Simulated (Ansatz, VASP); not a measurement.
# Pt (Pt(110)): VASP beside Ansatz

Aim: how closely do two programs agree when they are given the same cell, functional and k mesh? The cell is taken from a series of runs on this material, whose earlier steps may have relaxed, scaled, displaced or heated it; both programs get it as it stands.

Main program and level: Ansatz 0.2.0; plane waves, with VASP 6.6.1 beside it; PBE.

### Step 1. Set-up

The cell holds 8 atoms: 8 Pt. Its edges and angles: a = 3.920 Å, b = 2.772 Å, c = 27.702 Å, α = 90.0°, β = 90.0°, γ = 90.0°. Vacuum lies along c.

### Step 2. VASP: single point, PBE, pair 1

A single point takes one fixed geometry, so differences don't come from the geometry; what else differs is listed under the comparison.

Lines of VASP's logs that name or quote its potential files are left out, and so is its time.

Contents of INCAR:

```
SYSTEM = Pt
PREC = Accurate
ENCUT = 400
EDIFF = 1E-06
NELM = 120
ISMEAR = -1
SIGMA = 0.1
LREAL = .FALSE.
ALGO = Normal
GGA = PE
NBANDS = 49
LASPH = .TRUE.
LORBIT = 11
LWAVE = .FALSE.
LCHARG = .FALSE.
ISIF = 2
LDIPOL = .TRUE.
IDIPOL = 3
DIPOL = 0.5 0.5 0.5
LVHAR = .TRUE.
GGA_COMPAT = .FALSE.
NELMDL = -8
KPAR = 2
```

Contents of POSCAR:

```
Pt
1.0
    3.9200000000      0.0000000000      0.0000000000
    0.0000000000      2.7718585823      0.0000000000
    0.0000000000      0.0000000000     27.7015050379
Pt
8
Direct
    0.5000000000      0.5000000000      0.3248920948
    0.0000000000      0.0000000000      0.3749229248
    0.5000000000      0.5000000000      0.4249537549
    0.0000000000      0.0000000000      0.4749845850
    0.5000000000      0.5000000000      0.5250154150
    0.0000000000      0.0000000000      0.5750462451
    0.5000000000      0.5000000000      0.6250770752
    0.0000000000      0.0000000000      0.6751079052
```

Contents of KPOINTS:

```
Automatic mesh
0
Gamma
11 15 1
0 0 0
```

Potentials, in the order of the species: Pt (PBE family, release 64).

On the command line:

```sh
mpirun -np 2 vasp_std
```

Numbers of over 12 decimals in the logs are rounded to 6 here.

The log of the run:

```text
[banner, memory and clock lines left out]
running    2 mpi-ranks, on    1 nodes
 distrk:  each k-point on    1 cores,    2 groups
 distr:  one band on    1 cores,    1 groups

 POSCAR found type information on POSCAR Pt
 POSCAR found :  1 types and       8 ions
 LDA part: xc-table for (Slater+PW92), standard interpolation
 POSCAR, INCAR and KPOINTS ok, starting setup
 FFT: planning ... GRIDC
 FFT: planning ... GRID_SOFT
 FFT: planning ... GRID
 WAVECAR not read
 entering main loop
       N       E                     dE             d eps       ncg     rms          rms(c)
DAV:   1     0.481596315481E+03    0.48160E+03   -0.31640E+04  4720   0.115E+03
DAV:   2    -0.190854319096E+02   -0.50068E+03   -0.46688E+03  5723   0.263E+02
DAV:   3    -0.482947978311E+02   -0.29209E+02   -0.26692E+02  5653   0.584E+01
DAV:   4    -0.493289880478E+02   -0.10342E+01   -0.10120E+01  6072   0.109E+01
DAV:   5    -0.493579498461E+02   -0.28962E-01   -0.28842E-01  6010   0.176E+00
DAV:   6    -0.493590308390E+02   -0.10810E-02   -0.10805E-02  6438   0.320E-01
DAV:   7    -0.493590619008E+02   -0.31062E-04   -0.31056E-04  5979   0.515E-02
DAV:   8    -0.493590632681E+02   -0.13674E-05   -0.13670E-05  5240   0.934E-03    0.321E+01
DAV:   9    -0.515054910975E+02   -0.21464E+01   -0.21821E+01  5342   0.287E+01    0.317E+01
DAV:  10    -0.525923373523E+02   -0.10868E+01   -0.32981E+01  5672   0.428E+01    0.218E+01
DAV:  11    -0.526895302928E+02   -0.97193E-01   -0.25439E+01  5359   0.340E+01    0.208E+01
DAV:  12    -0.470225993066E+02    0.56669E+01   -0.72876E+00  5085   0.218E+01    0.644E+00
DAV:  13    -0.466111437586E+02    0.41146E+00   -0.47627E+00  5360   0.150E+01    0.645E+00
DAV:  14    -0.463424530728E+02    0.26869E+00   -0.94941E-01  5096   0.692E+00    0.315E+00
[...]
DAV:  24    -0.463037894147E+02   -0.30563E-04   -0.89910E-06  4485   0.171E-02    0.101E-02
DAV:  25    -0.463038148868E+02   -0.25472E-04   -0.51396E-06  3822   0.136E-02    0.121E-02
DAV:  26    -0.463038322991E+02   -0.17412E-04   -0.28084E-06  3390   0.851E-03    0.559E-03
DAV:  27    -0.463038362298E+02   -0.39307E-05   -0.38224E-07  3253   0.211E-03    0.521E-03
DAV:  28    -0.463038391981E+02   -0.29683E-05   -0.33192E-07  3090   0.307E-03    0.219E-03
DAV:  29    -0.463038415278E+02   -0.23297E-05   -0.37188E-07  3216   0.291E-03    0.217E-03
DAV:  30    -0.463038427029E+02   -0.11751E-05   -0.10482E-07  3001   0.189E-03    0.673E-04
DAV:  31    -0.463038435502E+02   -0.84725E-06   -0.54523E-08  3108   0.744E-04
   1 F= -.46303844E+02 E0= -.46060811E+02  d E =-.486066E+00
```

From OUTCAR (step 2):

```text
ion  position               nearest neighbor table
   1  0.500  0.500  0.325-   2 2.77   2 2.77   2 2.77   2 2.77   3 2.77
   2  0.000  0.000  0.375-   1 2.77   1 2.77   1 2.77   1 2.77   3 2.77   3 2.77   3 2.77   3 2.77
                             4 2.77
   3  0.500  0.500  0.425-   5 2.77   1 2.77   4 2.77   2 2.77   2 2.77   4 2.77   2 2.77   4 2.77
                             2 2.77   4 2.77
   4  0.000  0.000  0.475-   5 2.77   5 2.77   5 2.77   5 2.77   6 2.77   3 2.77   3 2.77   3 2.77
                             3 2.77   2 2.77
   5  0.500  0.500  0.525-   4 2.77   4 2.77   4 2.77   4 2.77   3 2.77   6 2.77   6 2.77   6 2.77
                             6 2.77   7 2.77
   6  0.000  0.000  0.575-   4 2.77   8 2.77   7 2.77   5 2.77   5 2.77   7 2.77   5 2.77   7 2.77
                             5 2.77   7 2.77
   7  0.500  0.500  0.625-   8 2.77   8 2.77   8 2.77   8 2.77   6 2.77   6 2.77   6 2.77   6 2.77
                             5 2.77
   8  0.000  0.000  0.675-   7 2.77   7 2.77   7 2.77   7 2.77   6 2.77

  LATTYP: Found a simple orthorhombic cell.
 ALAT       =     2.7718585823
 B/A-ratio  =     1.4142135623
 C/A-ratio  =     9.9938377862

 Subroutine GETGRP returns: Found  8 space group operations
 (whereof  4 operations were pure point group operations)

The static configuration has the point symmetry C_2v.
 The point group associated with its full space group is D_2h.

 Found     48 irreducible k-points:

   k-points           NKPTS =     48   k-points in BZ     NKDIM =     48   number of bands    NBANDS=     49

   dimension x,y,z NGX =    28 NGY =   18 NGZ =  192
   dimension x,y,z NGXF=    56 NGYF=   36 NGZF=  384

   ENCUT  =  400.0 eV  29.40 Ry    5.42 a.u.   6.39  4.52 45.17*2*pi/ulx,y,z

   NELECT =      80.0000    total number of electrons

 k-points in reciprocal lattice and weights: Automatic mesh
   0.00000000  0.00000000  0.00000000       0.006
   0.09090909  0.00000000  0.00000000       0.012
   0.18181818  0.00000000  0.00000000       0.012
   0.27272727  0.00000000  0.00000000       0.012
   0.36363636  0.00000000  0.00000000       0.012
   0.45454545  0.00000000  0.00000000       0.012
   0.00000000  0.06666667  0.00000000       0.012
   0.09090909  0.06666667  0.00000000       0.024
   0.18181818  0.06666667  0.00000000       0.024
[...]
0.36363636  0.46666667  0.00000000       0.024
   0.45454545  0.46666667  0.00000000       0.024

 dipolmoment           0.000000      0.000000      0.000000 electrons x Angstroem

 average (electrostatic) potential at core
       1 -72.0056       2 -72.7961       3 -72.9356       4 -72.8867       5 -72.8867
       6 -72.9356       7 -72.7961       8 -72.0056

 E-fermi :   1.2797

 k-point     1 :       0.0000    0.0000    0.0000
  band No.  band energies     occupation
    ...
     38       0.8731      1.96627
     39       1.0191      1.86247
     40       1.0957      1.72583
     41       1.2241      1.27091
     42       1.2388      1.20138
     43       1.5264      0.15630
     44       1.7326      0.02135
     45       2.3129      0.00007
     46       3.9782      0.00000
     47       4.2186      0.00000
    ...

 k-point     2 :       0.0909    0.0000    0.0000
  band No.  band energies     occupation
    ...
     38       0.7620      1.98877
     39       1.1014      1.71201
     40       1.1093      1.69189
     41       1.1654      1.51631
     42       1.1862      1.43588
     43       1.5465      0.12967
     44       1.6515      0.04741
     45       2.3073      0.00007
     46       3.6421      0.00000
     47       4.0172      0.00000
    ...

 k-point     3 :       0.1818    0.0000    0.0000
  band No.  band energies     occupation
    ...
     38       0.7759      1.98710
     39       0.7939      1.98458
     40       1.1197      1.66397
     41       1.1556      1.55125
     42       1.3389      0.71210
     43       1.4693      0.26092
     44       1.5473      0.12879
     45       2.2999      0.00007
     46       2.5092      0.00001
     47       4.0603      0.00000
    ...

  Total        1.8753747     -0.5845537      3.5306033      0.0000000      0.0000000      0.0000000
  in kB        9.9824725     -3.1115334     18.7931249      0.0000000      0.0000000      0.0000000
  external PRESSURE =       8.5546880 kB  Pullay stress =       0.0000000 kB

  energy-cutoff  :      400.00
  volume of cell :      301.00
      direct lattice vectors                 reciprocal lattice vectors
     3.920000000  0.000000000  0.000000000     0.255102041  0.000000000  0.000000000
     0.000000000  2.771858582  0.000000000     0.000000000  0.360768766  0.000000000
     0.000000000  0.000000000 27.701505038     0.000000000  0.000000000  0.036099122

 POSITION                                       TOTAL-FORCE (eV/Angst)
 -----------------------------------------------------------------------------------
      1.96000      1.38593      9.00000         0.000000      0.000000      0.417668
      0.00000      0.00000     10.38593         0.000000      0.000000     -1.095963
      1.96000      1.38593     11.77186         0.000000      0.000000     -0.075464
      0.00000      0.00000     13.15779         0.000000      0.000000      0.156320
      1.96000      1.38593     14.54372         0.000000      0.000000     -0.156320
      0.00000      0.00000     15.92965         0.000000      0.000000      0.075464
      1.96000      1.38593     17.31558         0.000000      0.000000      1.095963
      0.00000      0.00000     18.70151         0.000000      0.000000     -0.417668
 -----------------------------------------------------------------------------------
    total drift:                                0.000000      0.000000      0.000000

  FREE ENERGIE OF THE ION-ELECTRON SYSTEM (eV)
  ---------------------------------------------------
  free  energy   TOTEN  =       -46.3038435502 eV

  energy  without entropy=      -45.8177778153  energy(sigma->0) =      -46.06081068

 vacuum level on the upper side and lower side of the slab         6.612         6.612

 total charge
# of ion       s       p       d       tot
------------------------------------------
    1        0.608   0.356   8.066   9.030
    2        0.633   0.573   8.003   9.209
    3        0.638   0.611   8.033   9.282
    4        0.639   0.611   8.051   9.301
    5        0.639   0.611   8.051   9.301
    6        0.638   0.611   8.033   9.282
    7        0.633   0.573   8.003   9.209
    8        0.608   0.356   8.066   9.030
--------------------------------------------------
tot          5.037   4.302  64.307  73.646

[... 3 further parts left out ...]
```

### Step 3. Ansatz: single point, PBE, pair 1

Ansatz runs on its default PAW (the set named soft_2) files.

The same cell, functional, mesh and smearing now go to Ansatz, which takes its cutoff from its data sets.

Contents of input.yaml:

```yaml
crystal:
  lattice:
    - [3.92, 0.0, 0.0]
    - [0.0, 2.7718585823, 0.0]
    - [0.0, 0.0, 27.7015050379]
  atoms:
    - { symbol: Pt, position: [0.5, 0.5, 0.3248920948] }
    - { symbol: Pt, position: [0.0, 0.0, 0.3749229248] }
    - { symbol: Pt, position: [0.5, 0.5, 0.4249537549] }
    - { symbol: Pt, position: [0.0, 0.0, 0.474984585] }
    - { symbol: Pt, position: [0.5, 0.5, 0.525015415] }
    - { symbol: Pt, position: [0.0, 0.0, 0.5750462451] }
    - { symbol: Pt, position: [0.5, 0.5, 0.6250770752] }
    - { symbol: Pt, position: [0.0, 0.0, 0.6751079052] }
kpoints:
  mp_grid: { grid: [11, 15, 1] }
hamiltonian:
  xc: pbe
scf:
  occupations: { method: fermi_dirac, width: 0.1 }
  convergence: { dr2_threshold: 1.0e-09 }
efield:
  axis: 3
  dipole_correction: true
  ramp_position: 0.97
  ramp_width: 0.06
output:
  write_potential: true
  write_density: true
  volumetric_format: npy
```

On the command line:

```sh
ansatz run input.yaml --threads 2 --pin off --max-ram 3072MiB --backend cpu --events-out ev --progress --plain --runs-dir out
```

The log of the run:

```text
Engine: ansatz 0.2.0, aarch64-unknown-linux-gnu
Pseudopotentials: kind: paw
Pseudopotential: Pt, paw, valence charge 18, recommended cutoff 420 eV (normal), Pt.paw.azcp
Functional definition: PBE
  parameter kappa = 0.804
  parameter beta = 0.066725
  exchange = pbe_x(kappa = kappa, mu = beta*pi^2/3)
  correlation = pbe_c(beta = beta)
Crystal: 8 atoms, lattice volume = 300.996 Å³
Basis set: ecut = 420 eV, 5885 PW (Γ)
Bands: 87, of which v1, the nominal top of the filled ones, is band 72 counted from 1 (71 counted from 0)
Symmetry: 4 space group operations
k-points: 48 of 165
Non-local potential: Pt, projectors of the file, l = 0: 3, l = 1: 2, l = 2: 2, l = 3: 1
PAW form: soft (Blöchl's): semilocal exchange-correlation on the pseudo side does not see the compensation charge
PAW one-centre angular grid: Pt, 590 points (default); XC on 64 Gauss nodes
Initial density: superposition of atomic densities (neutral atoms: chi_scale 0, normalization atom), corrected by the library's trained network
Initial wavefunctions: pseudopotential atomic-orbital guess
Functional: x = pbe(κ = 0.804, μ = 0.219515), c = pbe(β = 0.066725)
SCF iter   1: F=—  HF=-100181.762653 eV  |F-HF|=—  |Δ(HF+E_count)|=         —  Δρ=1.53e-2  dr2=8.60e0  ethr=1.77e-3  p=0.000 e·Å  D=9.59e-14 V/Å  ΔV_dip=-0.00 eV  dr2_dipole=1.29e-8  V_vac-E_F(+/−)=4.88/4.88 eV  ⟨swp⟩=7.7  Hψ=17878  notcnv=0  defer=89
efield: sawtooth ramp at fractional position 0.9700 (set: `efield.ramp_position`, or a place that a band, a saddle search or an elastic batch's reference lends), width 0.0600; the density the first Hamiltonian is built on has a dipole p = 0.000 e·Å; the dipole correction subtracts the counter field D = 9.59e-14 V/Å, which shifts the + side's vacuum level by -0.00 eV against the − side's; the planar-averaged density in the ramp window peaks in size at 3.1e-6 e/Å³
preconditioner: auto → LDOS  [metal: Δε(μ)=0.004 eV  Ē_g=7.445 eV  σ=0.100 eV  W_gap=0.01  n_scr=64 (ndim 8)  ℏωp=19.1 eV  f_vac=0.546  D(μ)=14.27/eV (n_scr^D=136)  β→1.0]
SCF iter   2: F=—  HF=-100181.618888 eV  |F-HF|=—  |Δ(HF+E_count)|=   1.44e-1  Δρ=6.02e-3  dr2=3.11e-1  ethr=1.77e-3  p=-0.000 e·Å  D=-2.34e-5 V/Å  ΔV_dip=0.00 eV  dr2_dipole=1.96e-7  V_vac-E_F(+/−)=5.30/5.30 eV  ⟨swp⟩=2.4  Hψ=5126  notcnv=0  defer=163
SCF iter   3: F=—  HF=-100181.616813 eV  |F-HF|=—  |Δ(HF+E_count)|=   2.07e-3  Δρ=2.71e-3  dr2=1.12e-1  ethr=2.16e-4  p=0.000 e·Å  D=3.25e-5 V/Å  ΔV_dip=-0.00 eV  dr2_dipole=4.62e-8  V_vac-E_F(+/−)=5.25/5.25 eV  ⟨swp⟩=2.1  Hψ=5465  notcnv=0  defer=175
SCF iter   4: F=—  HF=-100181.608796 eV  |F-HF|=—  |Δ(HF+E_count)|=   8.02e-3  Δρ=5.99e-4  dr2=1.69e-3  ethr=7.78e-5  p=-0.000 e·Å  D=-9.65e-6 V/Å  ΔV_dip=0.00 eV  dr2_dipole=5.15e-12  V_vac-E_F(+/−)=5.33/5.33 eV  ⟨swp⟩=2.0  Hψ=5188  notcnv=0  defer=175
SCF iter   5: F=—  HF=-100181.608815 eV  |F-HF|=—  |Δ(HF+E_count)|=   1.85e-5  Δρ=2.75e-4  dr2=5.55e-4  ethr=1.17e-6  p=0.000 e·Å  D=9.51e-7 V/Å  ΔV_dip=-0.00 eV  dr2_dipole=3.97e-9  V_vac-E_F(+/−)=5.33/5.33 eV  ⟨swp⟩=2.8  Hψ=6733  notcnv=0  defer=175
SCF iter   6: F=—  HF=-100181.608813 eV  |F-HF|=—  |Δ(HF+E_count)|=   1.31e-6  Δρ=1.65e-4  dr2=1.98e-4  ethr=3.85e-7  p=0.000 e·Å  D=1.08e-7 V/Å  ΔV_dip=-0.00 eV  dr2_dipole=1.72e-10  V_vac-E_F(+/−)=5.33/5.33 eV  ⟨swp⟩=1.7  Hψ=5048  notcnv=0  defer=175
SCF iter   7: F=—  HF=-100181.608812 eV  |F-HF|=—  |Δ(HF+E_count)|=   1.32e-6  Δρ=7.57e-5  dr2=4.11e-5  ethr=1.38e-7  p=-0.000 e·Å  D=-2.86e-7 V/Å  ΔV_dip=0.00 eV  dr2_dipole=2.04e-10  V_vac-E_F(+/−)=5.33/5.33 eV  ⟨swp⟩=1.3  Hψ=4071  notcnv=0  defer=175
SCF iter   8: F=—  HF=-100181.608800 eV  |F-HF|=—  |Δ(HF+E_count)|=   1.19e-5  Δρ=1.16e-5  dr2=1.06e-6  ethr=2.86e-8  p=-0.000 e·Å  D=-3.45e-8 V/Å  ΔV_dip=0.00 eV  dr2_dipole=7.53e-11  V_vac-E_F(+/−)=5.33/5.33 eV  ⟨swp⟩=2.0  Hψ=5713  notcnv=0  defer=175
SCF iter   9: F=—  HF=-100181.609240 eV  |F-HF|=—  |Δ(HF+E_count)|=   4.39e-4  Δρ=3.88e-6  dr2=9.49e-8  ethr=7.34e-10  p=-0.000 e·Å  D=-3.26e-7 V/Å  ΔV_dip=0.00 eV  dr2_dipole=6.76e-12  V_vac-E_F(+/−)=5.33/5.33 eV  ⟨swp⟩=2.3  Hψ=6447  notcnv=0  defer=164
SCF iter  10: F=—  HF=-100181.609240 eV  |F-HF|=—  |Δ(HF+E_count)|=   1.37e-7  Δρ=1.70e-6  dr2=2.12e-8  ethr=6.59e-11  p=-0.000 e·Å  D=-3.59e-7 V/Å  ΔV_dip=0.00 eV  dr2_dipole=9.54e-12  V_vac-E_F(+/−)=5.33/5.33 eV  ⟨swp⟩=3.0  Hψ=7546  notcnv=0  defer=164
SCF iter  11: F=—  HF=-100181.609240 eV  |F-HF|=—  |Δ(HF+E_count)|=   1.12e-8  Δρ=7.91e-7  dr2=4.57e-9  ethr=1.47e-11  p=-0.000 e·Å  D=-4.07e-7 V/Å  ΔV_dip=0.00 eV  dr2_dipole=1.23e-12  V_vac-E_F(+/−)=5.33/5.33 eV  ⟨swp⟩=2.0  Hψ=5852  notcnv=0  defer=164
SCF iter  12: F=—  HF=-100181.609240 eV  |F-HF|=—  |Δ(HF+E_count)|=   3.36e-9  Δρ=3.76e-7  dr2=1.02e-9  ethr=1.00e-12  p=-0.000 e·Å  D=-4.12e-7 V/Å  ΔV_dip=0.00 eV  dr2_dipole=9.96e-14  V_vac-E_F(+/−)=5.33/5.33 eV  ⟨swp⟩=12.6  Hψ=13627  notcnv=0
SCF iter  13: F=-100181.609240 eV  HF=-100181.609240 eV  |F-HF|=0.00e0  |Δ(HF+E_count)|=  3.06e-10  Δρ=1.29e-7  dr2=1.14e-10  ethr=1.00e-12  p=-0.000 e·Å  D=-4.03e-7 V/Å  ΔV_dip=0.00 eV  dr2_dipole=1.02e-15  V_vac-E_F(+/−)=5.33/5.33 eV  ⟨swp⟩=2.9  Hψ=8282  notcnv=0
SCF 1 converged in 13 iterations: F = -100181.609240 eV  dr2 = 1.14e-10
  greatest PAW one-centre occupation: 1.000 electrons in one spin orbital (limit 2), on the Pt atom at site 5 (counted from 0), in its partial waves of l = 0
WARN: The output density's exchange-correlation potential varies sharply where the density is thin. Do not read a vacuum level from v_tot or v_xc, or from such a field of the output density. On a cell that repeats whose density bears no net charge and no dipole along the vacuum's axis use v_es (v_loc + v_h of the components); under efield.dipole_correction with no amplitude use v_es + v_field, which holds any externa [...]
SCF converged after 13 iterations
Free energy (F): -100181.609240 eV
Harris-Foulkes:  -100181.609240 eV  (|F-HF|=0.00e0)
Internal energy: -100181.125305 eV  (E = F + TS)
E sigma→0 (E₀):  -100181.367272 eV
Entropy (-TS):   -0.483935 eV (-60.492 meV/atom)
Fermi energy:    6.149319 eV
Dipole field:    D = -0.000000 V/Å  (p = -0.000001 e·Å, saw-weighted, corrected)
Work function:   Φ+ = 5.3315 eV   Φ− = 5.3315 eV
Levels:          The Fermi level and band energies are counted from a zero that moves with the ramp; work functions are not
--- Per-component energies (eV) ---
  E_band       = -3470.097318
  E_kinetic    = 5099.183139
  E_local      = -299547.109317  (includes V_loc(G=0)·N_el)
  E_nonlocal   = 1601.336433
  E_hartree    = 147051.796162
  E_xc         = -2090.878908
  E_vxc        = -2417.911736  (∫ρ·V_xc dr)
  E_paw        = -75632.864342  (= ΣΔE_a)
  E_vpaw       = -2309.189248  (= ΣTr[D̂ρ^β])
  E_aug_tail   = 0.001598  (compensation charges beyond the density's cutoff)
  E_efield     = 0.000000  (sawtooth field / dipole correction)
  E_vefield    = 0.000000  (∫n·V_field dr)
  E_ewald      = 123337.409930
  E_smearing   = -0.483935  (= −TS)
  E_closure    = 0.000000  (closes the sum)
  Σ components = -100181.609240   (vs F -100181.609240, Δ=0.00e0)
--- Band table (eV; the first three rows and the last of 48) ---
  k-point 0: bands = [... 68 lower, 5.2563, 5.7410, 5.8912, 5.9615, 6.0934, 6.1065, 6.4008, 6.6064, ... 11 higher]
  k-point 1: bands = [... 68 lower, 5.3720, 5.6193, 5.9126, 5.9840, 5.9993, 6.0396, 6.3441, 6.5425, ... 11 higher]
  k-point 2: bands = [... 68 lower, 5.4081, 5.4092, 5.7632, 5.7757, 5.9091, 6.1778, 6.3957, 6.6134, ... 11 higher]
  k-point 47: bands = [... 68 lower, 6.1474, 6.2242, 6.4304, 6.4327, 6.7795, 7.3773, 8.7635, 9.2203, ... 11 higher]
```

Reading the cycles: dr2 is the Hartree energy of the density residual (eV), the measure of convergence; HF is the Harris–Foulkes estimate of the energy, which meets the free energy F at convergence.

### Step 4. Differences

Known differences besides the potentials themselves: the data sets hold 144 valence electrons in Ansatz (on its default PAW (the set named soft_2) files) and 80 in VASP; the cutoff is 420 eV in Ansatz and 400 eV in VASP. Total energies have different zeros and are not compared.

Compared:

```
                                   quantity  Ansatz  VASP  difference
 work function, lower of the two faces (eV)    5.33  5.33        0.00
work function, higher of the two faces (eV)    5.33  5.33        0.00
```

Where the cell holds vacuum, a pressure given here is an average over it and none of the material.

[end of part 1 of 2]

[Lines on the potential files, build, host, timing and source positions are cut from VASP's logs without a mark.]

[Logs are printed without paths, hosts, clocks, repeated set-up lines and the standing remarks that a program may print on its own settings, such as how far it seeks lower states.]

[Hosts, paths, dates, database ids (printed as entryN), source tags and the programs' standing remarks are cut or masked in the printed files.]
